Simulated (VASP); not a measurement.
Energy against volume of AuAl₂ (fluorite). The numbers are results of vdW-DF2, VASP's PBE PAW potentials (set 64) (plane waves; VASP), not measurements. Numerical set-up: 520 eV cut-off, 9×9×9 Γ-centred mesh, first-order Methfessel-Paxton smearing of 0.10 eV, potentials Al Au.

| V (Å³/atom) | E (eV/atom) |
|---|---|
| 18.705 | -1.61002 |
| 19.302 | -1.62429 |
| 19.899 | -1.62842 |
| 20.495 | -1.62450 |

Fit these four points and predict the energy of the run at 21.092 Å³/atom.

A cubic in V^(−2/3), the third-order Birch-Murnaghan form, passes through the four points with V0 = 19.88 Å³/atom and B0 = 72 GPa, and gives -1.6142 eV/atom there. The run gave -1.6135 eV/atom, +0.7 meV/atom from the fit; all five points give B0 = 74 GPa.

The compound is AuAl2 in the fluorite structure. It was relaxed first, which changed the volume by +10 %.
